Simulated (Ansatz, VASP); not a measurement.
**SiGe in two plane-wave programs**

Aim: how closely do two programs agree when they are given the same cell, functional and k mesh? The cell is generated by rule, not measured, and may not be a known phase. The cell is taken from a series of runs on this material, whose earlier steps may have relaxed, scaled, displaced or heated it; both programs get it as it stands. Other levels of theory on this material are compared in a session of their own.

Calculated with Ansatz 0.2.0; plane waves, with VASP 6.6.1 beside it; zone-centre phonons at PBEsol.

The structure was built from a prototype and need not be the compound's stable phase.

### Step 1. The starting structure

The structure is cubic, space group Pm-3m (No. 221). Conventional cell: a = 3.201 Å, b = 3.201 Å, c = 3.201 Å, α = 90.00°, β = 90.00°, γ = 90.00°. Nearest to Si lie 8 Ge at 2.77 Å. Nearest to Ge lie 8 Si at 2.77 Å. Farther neighbours are not listed.

### Step 2. Ansatz: zone-centre phonons, PBEsol

Ansatz runs on its default PAW (the set named soft_2) files.

Second derivatives magnify differences that forces hide, and they need a tight electronic threshold.

Contents of input.yaml:

```yaml
crystal:
  lattice:
    - [3.2009885226, 0.0, 0.0]
    - [0.0, 3.2009885226, 0.0]
    - [0.0, 0.0, 3.2009885226]
  atoms:
    - { symbol: Si, position: [0.0, 0.0, 0.0] }
    - { symbol: Ge, position: [0.5, 0.5, 0.5] }
kpoints:
  mp_grid: { grid: [12, 12, 12] }
hamiltonian:
  xc: pbesol
scf:
  occupations: { method: methfessel_paxton, width: 0.15 }
output:
  eigenvalues: true
phonons:
  method: dfpt
```

The run is started by

```sh
$ ansatz run input.yaml --threads 4 --pin off --max-ram 7168MiB --backend cpu --events-out ev --progress --plain --runs-dir out
```

Numbers of over 12 decimals in the logs are rounded to 6 here.

Output:

```text
Engine: ansatz 0.2.0, aarch64-unknown-linux-gnu
Pseudopotentials: kind: paw
Pseudopotential: Si, paw, valence charge 4, recommended cutoff 420 eV (normal), Si.paw.azcp
Pseudopotential: Ge, paw, valence charge 14, recommended cutoff 420 eV (normal), Ge.paw.azcp
Functional definition: PBEsol
  exchange = pbesol_x
  correlation = pbesol_c
Crystal: 2 atoms, lattice volume = 32.798 Å³
Basis set: ecut = 420 eV, 619 PW (Γ), exchange–correlation on 48×48×48 points (8 copies of the dense FFT grid, shifted against one another)
Bands: 13, of which v1, the nominal top of the filled ones, is band 9 counted from 1 (8 counted from 0)
Symmetry: 48 space group operations
k-points: 196 of 1728 (irreducible under 8 space group operations, time reversal used)
Non-local potential: Si, projectors of the file, l = 0: 2, l = 1: 2, l = 2: 2
Non-local potential: Ge, projectors of the file, l = 0: 2, l = 1: 2, l = 2: 3, l = 3: 1
PAW form: soft (Blöchl's): semilocal exchange-correlation on the pseudo side does not see the compensation charge
PAW frozen core: Si, regenerated for the run's functional, and the local potential with it (the file was generated under x = pbe(κ = 0.804, μ = 0.219515), c = pbe(β = 0.066725))
PAW frozen core: Ge, regenerated for the run's functional, and the local potential with it (the file was generated under x = pbe(κ = 0.804, μ = 0.219515), c = pbe(β = 0.066725))
PAW one-centre angular grid: Si, 110 points (default); XC on 64 Gauss nodes
PAW one-centre angular grid: Ge, 590 points (default); XC on 64 Gauss nodes
Initial density: superposition of atomic densities (neutral atoms: chi_scale 0, normalization atom), corrected by the library's trained network
Initial wavefunctions: pseudopotential atomic-orbital guess
Functional: x = pbesol(κ = 0.804, μ = 0.123457), c = pbesol(β = 0.046)
SCF iter   1: F=—  HF=-4874.192693 eV  |F-HF|=—  |Δ(HF+E_count)|=         —  Δρ=1.48e-3  dr2=6.95e-4  ethr=1.77e-3  ⟨swp⟩=5.2  Hψ=30737  notcnv=0  defer=29
automatic band count: the SCF goes on with 17 bands, as 13 were too few: the levels above may hold too much charge
preconditioner: auto → none  [metal: Δε(μ)=0.044 eV  Ē_g=24.105 eV  σ=0.150 eV  W_gap=0.24  n_scr=6 (ndim 8)  ℏωp=27.5 eV  f_vac=0.000  D(μ)=0.49/eV (n_scr^D=0)  sad-step TF]
SCF iter   2: F=—  HF=-4874.192257 eV  |F-HF|=—  |Δ(HF+E_count)|=   4.35e-4  S|Δr|=    0.00e0  Δρ=9.39e-4  dr2=2.89e-4  ethr=3.86e-6  ⟨swp⟩=2.6  Hψ=6599  notcnv=0  defer=29
SCF iter   3: F=—  HF=-4874.192208 eV  |F-HF|=—  |Δ(HF+E_count)|=   4.94e-5  S|Δr|=    0.00e0  Δρ=3.68e-4  dr2=2.72e-5  ethr=1.61e-6  ⟨swp⟩=2.0  Hψ=4567  notcnv=0  defer=29
SCF iter   4: F=—  HF=-4874.192195 eV  |F-HF|=—  |Δ(HF+E_count)|=   1.25e-5  S|Δr|=    0.00e0  Δρ=2.47e-4  dr2=3.40e-5  ethr=1.51e-7  ⟨swp⟩=2.0  Hψ=4581  notcnv=0  defer=29
SCF iter   5: F=—  HF=-4874.192176 eV  |F-HF|=—  |Δ(HF+E_count)|=   1.89e-5  S|Δr|=    0.00e0  Δρ=7.59e-5  dr2=2.52e-6  ethr=1.51e-7  ⟨swp⟩=2.0  Hψ=4485  notcnv=0  defer=29
SCF iter   6: F=—  HF=-4874.192173 eV  |F-HF|=—  |Δ(HF+E_count)|=   3.85e-6  S|Δr|=    0.00e0  Δρ=4.72e-6  dr2=1.32e-8  ethr=1.40e-8  ⟨swp⟩=2.0  Hψ=4546  notcnv=0  defer=29
SCF iter   7: F=—  HF=-4874.192172 eV  |F-HF|=—  |Δ(HF+E_count)|=   3.69e-7  S|Δr|=    0.00e0  Δρ=1.66e-6  dr2=5.19e-10  ethr=7.31e-11  ⟨swp⟩=2.0  Hψ=4595  notcnv=0  defer=29
SCF iter   8: F=—  HF=-4874.192172 eV  |F-HF|=—  |Δ(HF+E_count)|=  3.73e-10  S|Δr|=    0.00e0  Δρ=3.48e-7  dr2=2.45e-11  ethr=2.89e-12  ⟨swp⟩=2.5  Hψ=4294  notcnv=0  defer=29
SCF iter   9: F=-4874.192172 eV  HF=-4874.192172 eV  |F-HF|=3.64e-12  |Δ(HF+E_count)|=  2.00e-11  S|Δr|=    0.00e0  Δρ=5.44e-8  dr2=6.39e-13  ethr=1.00e-12  ⟨swp⟩=8.2  Hψ=14301  notcnv=0
SCF 1 converged in 9 iterations: F = -4874.192172 eV  dr2 = 6.39e-13
  greatest PAW one-centre occupation: 0.998 electrons in one spin orbital (limit 2), on the Ge atom at site 1 (counted from 0), in its partial waves of l = 2
DFPT response loops at Γ: preconditioner auto → Kerker (q_TF=auto, 2.469 Å⁻¹) (partly filled bands, converged f_vac=0.000); β = 1.00, the filter's whole step (`scf.mixing.beta` (0.50) is not read by the response loops under this deck's `scf.mixing.preconditioner`; to damp them name `kerker` or `kerker_dos`, under which they read `scf.mixing.beta`, and type it under 1.00, their step now; both keys bind the ground state too); Broyden in place of MSR1
SCF converged after 9 iterations
Stability not checked: this state was not tested for a lower state beside it, because cold or Methfessel-Paxton smearing, or corrected tetrahedra, fill the levels in a way that the test cannot read (fill_not_monotonic; see scf.lower_state_search)
Free energy (F): -4874.192172 eV
Harris-Foulkes:  -4874.192172 eV  (|F-HF|=3.64e-12)
Internal energy: -4874.192885 eV  (E = F + TS)
E sigma→0 (E₀):  -4874.192350 eV
Entropy (-TS):   0.000713 eV (0.356 meV/atom)
Fermi energy:    10.991374 eV
--- Per-component energies (eV) ---
  E_band       = -91.428743
  E_kinetic    = 150.979703
  E_local      = -2355.522449  (includes V_loc(G=0)·N_el)
  E_nonlocal   = 443.469814
  E_hartree    = 1046.161037
  E_xc         = -130.766002
  E_vxc        = -112.834862  (∫ρ·V_xc dr)
  E_paw        = -2474.504682  (= ΣΔE_a)
  E_vpaw       = -309.843288  (= ΣTr[D̂ρ^β])
  E_aug_tail   = 0.000316  (compensation charges beyond the density's cutoff)
  E_ewald      = -1554.960119
  E_core_change = 0.949497  (= ΣΔE_core)
  E_smearing   = 0.000713  (= −TS)
  E_closure    = 0.000000  (closes the sum)
  Σ components = -4874.192172   (vs F -4874.192172, Δ=0.00e0)
--- Band table (eV; the first three rows and the last of 196) ---
  k-point 0: bands = [... 5 lower, -2.7806, 10.2982, 10.5240, 10.5240, 10.5240, 14.4156, 14.4156, 21.4006, ... 4 higher]
  k-point 1: bands = [... 5 lower, -2.6806, 8.8255, 10.6224, 10.6224, 11.3184, 14.5085, 15.3521, 20.7847, ... 4 higher]
  k-point 2: bands = [... 5 lower, -2.3806, 7.0121, 10.9165, 10.9165, 11.8206, 14.7862, 17.4293, 19.4659, ... 4 higher]
  k-point 195: bands = [... 5 lower, 5.7659, 6.9686, 8.5045, 8.5045, 8.5045, 8.8521, 8.8521, 8.8521, ... 4 higher]
--- Phonons (Γ-DFPT): 2 representative perturbations + reference, on 196 of 1728 k-points (Σ response iterations 7) ---
  k mesh reduced under 8 symmetry operations, with k and −k counted as one. Each operation leaves every solved perturbation unchanged. A smaller set is not used because it would not reduce the number of displacements times k-points to solve
  ASR residual: 1.837e-5 → 0.000e0 eV/Å²; symmetrization residual: 7.062e-6 eV/Å²
  ASR residual per site (eV/Å²): 2.14e-6 1.84e-5
  Γ frequencies (cm⁻¹): 0.00 0.00 0.00 180.98 180.98 180.98
  non-analytic LO–TO correction: not included (Born effective charges unavailable; polar crystals: no LO–TO splitting at Γ)
```

In the SCF lines HF is the Harris–Foulkes energy and dr2 the Hartree energy of the density residual, in eV; the loop may stop once dr2 is under the threshold and the program's other checks hold. Hψ counts applications of the Hamiltonian.

### Step 3. VASP: zone-centre phonons, PBEsol

The same cell, functional, mesh and smearing now go to VASP, with its own data sets.

Lines of VASP's logs that name or quote its potential files are left out, and so is its time.

Contents of INCAR:

```
SYSTEM = SiGe
PREC = Accurate
ENCUT = 500
EDIFF = 1E-08
NELM = 120
ISMEAR = 1
SIGMA = 0.15
LREAL = .FALSE.
ALGO = Normal
GGA = PS
NBANDS = 15
LORBIT = 11
LWAVE = .FALSE.
LCHARG = .FALSE.
ISIF = 2
IBRION = 8
LASPH = .TRUE.
GGA_COMPAT = .FALSE.
KPAR = 2
```

Contents of POSCAR:

```
SiGe
1.0
    3.2009885226      0.0000000000      0.0000000000
    0.0000000000      3.2009885226      0.0000000000
    0.0000000000      0.0000000000      3.2009885226
Si Ge
1 1
Direct
    0.0000000000      0.0000000000      0.0000000000
    0.5000000000      0.5000000000      0.5000000000
```

Contents of KPOINTS:

```
Automatic mesh
0
Gamma
12 12 12
0 0 0
```

Potentials, in the order of the species: Si and Ge_d (PBE family, release 64).

The run is started by

```sh
$ mpirun -np 2 vasp_std
```

Output:

```text
[banner, memory and clock lines left out]
running    2 mpi-ranks, on    1 nodes
 distrk:  each k-point on    1 cores,    2 groups
 distr:  one band on    1 cores,    1 groups

 POSCAR found type information on POSCAR SiGe
 POSCAR found :  2 types and       2 ions
|                                                                             |
|               ----> ADVICE to this user running VASP <----                  |
|                                                                             |
|     You enforced a specific xc type in the INCAR file but a different       |
|     [... a line on the potential file left out ...]
|     I HOPE YOU KNOW WHAT YOU ARE DOING!                                     |
|                                                                             |

 LDA part: xc-table for (Slater+PW92), standard interpolation
 POSCAR, INCAR and KPOINTS ok, starting setup
 FFT: planning ... GRIDC
 FFT: planning ... GRID_SOFT
 FFT: planning ... GRID
 WAVECAR not read
 entering main loop
       N       E                     dE             d eps       ncg     rms          rms(c)
DAV:   1     0.821603992956E+02    0.82160E+02   -0.87639E+03  2727   0.265E+03
DAV:   2    -0.125084959074E+01   -0.83411E+02   -0.79988E+02  2695   0.446E+02
DAV:   3    -0.978279976003E+01   -0.85320E+01   -0.84707E+01  3164   0.835E+01
DAV:   4    -0.992859588997E+01   -0.14580E+00   -0.14577E+00  3024   0.109E+01
DAV:   5    -0.993104462964E+01   -0.24487E-02   -0.24487E-02  3265   0.163E+00    0.262E+00
DAV:   6    -0.989754648638E+01    0.33498E-01   -0.27045E-02  3255   0.311E+00    0.143E+00
DAV:   7    -0.988326148657E+01    0.14285E-01   -0.17459E-02  3332   0.179E+00    0.111E-01
DAV:   8    -0.988283588074E+01    0.42561E-03   -0.11688E-03  3276   0.630E-01    0.760E-02
DAV:   9    -0.988282212552E+01    0.13755E-04   -0.53002E-05  3291   0.124E-01    0.135E-02
DAV:  10    -0.988282225660E+01   -0.13108E-06   -0.33038E-06  3269   0.173E-02    0.685E-03
DAV:  11    -0.988282265933E+01   -0.40273E-06   -0.19828E-07  3087   0.370E-03    0.382E-04
DAV:  12    -0.988282258831E+01    0.71026E-07   -0.27850E-08  2947   0.336E-03    0.129E-04
DAV:  13    -0.988282256925E+01    0.19056E-07   -0.42980E-10  1946   0.230E-04    0.811E-05
DAV:  14    -0.988282254880E+01    0.20446E-07   -0.10663E-10  1855   0.126E-04    0.132E-05
DAV:  15    -0.988282254883E+01   -0.21828E-10   -0.24023E-11  1736   0.108E-04
   1 F= -.98828225E+01 E0= -.98830527E+01  d E =0.690357E-03
 Linear response reoptimize wavefunctions to high precision
DAV:   1    -0.988282254901E+01   -0.18417E-09   -0.64372E-12  1750   0.396E-05
DAV:   2    -0.988282254898E+01    0.25466E-10   -0.82839E-13  1715   0.215E-05
 Linear response DOF=           2
 Linear response progress:
  Degree of freedom:   1/  2
       N       E                     dE             d eps       ncg     rms          rms(c)
RMM:   1    -0.153570733619E-01   -0.15357E-01    0.20548E-02 12035   0.603E-01
RMM:   2    -0.147932722457E-01    0.56380E-03   -0.54048E-04 10589   0.121E-01    0.413E-02
RMM:   3    -0.148062764272E-01   -0.13004E-04   -0.20096E-05 10637   0.298E-02    0.230E-02
RMM:   4    -0.148354480521E-01   -0.29172E-04   -0.92612E-06 10789   0.224E-02    0.505E-03
RMM:   5    -0.148286237555E-01    0.68243E-05   -0.60117E-07 11192   0.491E-03    0.844E-04
RMM:   6    -0.148290752690E-01   -0.45151E-06   -0.34148E-08 11060   0.766E-04    0.360E-04
RMM:   7    -0.148298062560E-01   -0.73099E-06   -0.19082E-08 11303   0.263E-04    0.666E-05
RMM:   8    -0.148296188540E-01    0.18740E-06    0.34396E-08 10822   0.465E-05    0.218E-05
RMM:   9    -0.148296280387E-01   -0.91847E-08    0.10104E-08 11459   0.238E-05    0.190E-06
 first order change of Fermi-energy  -0.28625E-03
 force on displaced ion       1 direction 1 :  -2.457   0.000  -0.000
 Linear response progress:
  Degree of freedom:   2/  2
       N       E                     dE             d eps       ncg     rms          rms(c)
RMM:   1    -0.185280989193E+00   -0.18528E+00    0.65287E+00  6918   0.518E+01
RMM:   2    -0.191719558830E+00   -0.64386E-02   -0.83469E-03 10458   0.754E-01    0.464E-02
RMM:   3    -0.191695395184E+00    0.24164E-04   -0.15230E-04 10871   0.126E-01    0.258E-02
RMM:   4    -0.191640157924E+00    0.55237E-04   -0.40187E-05 11370   0.438E-02    0.403E-03
RMM:   5    -0.191621092565E+00    0.19065E-04   -0.21264E-06 11188   0.120E-02    0.121E-03
RMM:   6    -0.191616547917E+00    0.45446E-05   -0.71533E-07 11528   0.473E-03    0.485E-04
RMM:   7    -0.191616959245E+00   -0.41133E-06   -0.23489E-07 11245   0.176E-03    0.116E-04
RMM:   8    -0.191616126883E+00    0.83236E-06   -0.44566E-07 11646   0.775E-04    0.346E-05
RMM:   9    -0.191615934252E+00    0.19263E-06   -0.11643E-06 11722   0.356E-04    0.830E-06
RMM:  10    -0.191615963684E+00   -0.29432E-07   -0.96988E-07 11961   0.185E-04    0.786E-06
RMM:  11    -0.191615991701E+00   -0.28017E-07   -0.63722E-07 11870   0.114E-04    0.174E-05
RMM:  12    -0.191615983253E+00    0.84472E-08   -0.42662E-07 11551   0.809E-05    0.295E-06
RMM:  13    -0.191615978254E+00    0.49993E-08   -0.30531E-07  9971   0.620E-05    0.390E-06
RMM:  14    -0.191615985372E+00   -0.71177E-08   -0.22905E-07  7469   0.519E-05    0.314E-06
RMM:  15    -0.191615997030E+00   -0.11658E-07   -0.15853E-07  8266   0.467E-05    0.205E-06
RMM:  16    -0.191615999897E+00   -0.28669E-08   -0.10727E-07  7197   0.432E-05    0.184E-06
RMM:  17    -0.191616002482E+00   -0.25849E-08   -0.75036E-08  7228   0.413E-05    0.163E-06
 first order change of Fermi-energy   0.35685E-03
 force on displaced ion       2 direction 1 :  -2.433   0.000  -0.000
 Linear response finished
```

From OUTCAR (step 3):

```text
ion  position               nearest neighbor table
   1  0.000  0.000  0.000-   2 2.77   2 2.77   2 2.77   2 2.77   2 2.77   2 2.77   2 2.77   2 2.77

  LATTYP: Found a simple cubic cell.
 ALAT       =     3.2009885226

 Subroutine GETGRP returns: Found 48 space group operations
 (whereof 48 operations were pure point group operations)

The static configuration has the point symmetry O_h .

 Found     84 irreducible k-points:

   k-points           NKPTS =     84   k-points in BZ     NKDIM =     84   number of bands    NBANDS=     15

   dimension x,y,z NGX =    24 NGY =   24 NGZ =   24
   dimension x,y,z NGXF=    48 NGYF=   48 NGZF=   48

   ENCUT  =  500.0 eV  36.75 Ry    6.06 a.u.   5.84  5.84  5.84*2*pi/ulx,y,z

   NELECT =      18.0000    total number of electrons

 k-points in reciprocal lattice and weights: Automatic mesh
   0.00000000  0.00000000  0.00000000       0.001
   0.08333333  0.00000000  0.00000000       0.003
   0.16666667  0.00000000  0.00000000       0.003
   0.25000000  0.00000000  0.00000000       0.003
   0.33333333  0.00000000  0.00000000       0.003
   0.41666667  0.00000000  0.00000000       0.003
   0.50000000  0.00000000  0.00000000       0.002
   0.08333333  0.08333333  0.00000000       0.007
   0.16666667  0.08333333  0.00000000       0.014
[...]
0.50000000  0.50000000  0.41666667       0.003
   0.50000000  0.50000000  0.50000000       0.001

 average (electrostatic) potential at core
       1 -81.3470       2 -70.6977

  Total        0.0085744      0.0085744      0.0085744     -0.0000000     -0.0000000      0.0000000
  in kB        0.4188516      0.4188516      0.4188516     -0.0000000     -0.0000000      0.0000000
  external PRESSURE =       0.4188516 kB  Pullay stress =       0.0000000 kB

  energy-cutoff  :      500.00
  volume of cell :       32.80
      direct lattice vectors                 reciprocal lattice vectors
     3.200988523  0.000000000  0.000000000     0.312403494  0.000000000  0.000000000
     0.000000000  3.200988523  0.000000000     0.000000000  0.312403494  0.000000000
     0.000000000  0.000000000  3.200988523     0.000000000  0.000000000  0.312403494

 POSITION                                       TOTAL-FORCE (eV/Angst)
 -----------------------------------------------------------------------------------
      0.00000      0.00000      0.00000         0.000000      0.000000      0.000000
      1.60049      1.60049      1.60049         0.000000      0.000000      0.000000
 -----------------------------------------------------------------------------------
    total drift:                                0.000000      0.000000     -0.000000

 Eigenvectors and eigenvalues of the dynamical matrix
 ----------------------------------------------------

   1 f  =    5.438111 THz    34.168659 2PiTHz  181.395858 cm-1    22.490210 meV
             X         Y         Z           dx          dy          dz
      0.000000  0.000000  0.000000     0.850367   -0.000000    0.000000
      1.600494  1.600494  1.600494    -0.526190    0.000000    0.000000

   2 f  =    5.438111 THz    34.168659 2PiTHz  181.395858 cm-1    22.490210 meV
             X         Y         Z           dx          dy          dz
      0.000000  0.000000  0.000000    -0.000000   -0.850367   -0.000000
      1.600494  1.600494  1.600494     0.000000    0.526190    0.000000

   3 f  =    5.438111 THz    34.168659 2PiTHz  181.395858 cm-1    22.490210 meV
             X         Y         Z           dx          dy          dz
      0.000000  0.000000  0.000000    -0.000000   -0.000000    0.850367
      1.600494  1.600494  1.600494    -0.000000   -0.000000   -0.526190

   4 f/i=    0.012358 THz     0.077647 2PiTHz    0.412216 cm-1     0.051108 meV
             X         Y         Z           dx          dy          dz
      0.000000  0.000000  0.000000    -0.287963   -0.250633    0.362127
      1.600494  1.600494  1.600494    -0.465373   -0.405045    0.585227

   5 f/i=    0.012358 THz     0.077647 2PiTHz    0.412216 cm-1     0.051108 meV
             X         Y         Z           dx          dy          dz
      0.000000  0.000000  0.000000     0.109790    0.378153    0.349031
      1.600494  1.600494  1.600494     0.177430    0.611127    0.564063

   6 f/i=    0.012358 THz     0.077647 2PiTHz    0.412216 cm-1     0.051108 meV
             X         Y         Z           dx          dy          dz
      0.000000  0.000000  0.000000    -0.426496    0.266569   -0.154653
      1.600494  1.600494  1.600494    -0.689254    0.430798   -0.249933

 ELASTIC MODULI CONTR FROM IONIC RELAXATION (kBar)
 Direction    XX          YY          ZZ          XY          YZ          ZX
 --------------------------------------------------------------------------------
 XX           0.0000      0.0000      0.0000      0.0000      0.0000      0.0000
 YY           0.0000      0.0000      0.0000      0.0000      0.0000      0.0000
 ZZ           0.0000      0.0000      0.0000      0.0000      0.0000      0.0000
 XY           0.0000      0.0000      0.0000      0.0000      0.0000      0.0000
 YZ           0.0000      0.0000      0.0000      0.0000      0.0000      0.0000
 ZX           0.0000      0.0000      0.0000      0.0000      0.0000      0.0000
 --------------------------------------------------------------------------------
```

### Step 4. Comparison

Known differences besides the potentials themselves: the cutoff is 420 eV in Ansatz and 500 eV in VASP; Ansatz makes its cores anew for this functional, VASP keeps those of its PBE data sets. Total energies have different zeros and are not compared.

Compared:

| quantity | Ansatz | VASP | difference |
| --- | --- | --- | --- |
| optical mode 1 to 3 (cm⁻¹) | 181.0 | 181.4 | -0.23 % |

Modes are paired by rising frequency, not by their patterns, so a pair may set unlike modes beside each other; they are those without the splitting of longitudinal modes.

### Step 5. Outcome

```json
{"r.m.s. difference of the optical zone-centre modes, each program's sorted by frequency (zone-centre phonons, PBEsol)": "0.42 cm⁻¹"}
```

**Reading.** The r.m.s. difference of the optical zone-centre modes, each program's sorted by frequency is 0.42 cm⁻¹ (zone-centre phonons, PBEsol). 6 further runs of this series are not shown here. Such differences can come from data sets, numerical settings and the points named under the comparisons, not from the functional's error against experiment.

[Lines on the potential files, build, host, timing and source positions are cut from VASP's logs without a mark.]

[Logs are printed without paths, hosts, clocks, repeated set-up lines and the standing remarks that a program may print on its own settings, such as how far it seeks lower states.]

[Hosts, paths, dates, database ids (printed as entryN), source tags and the programs' standing remarks are cut or masked in the printed files.]
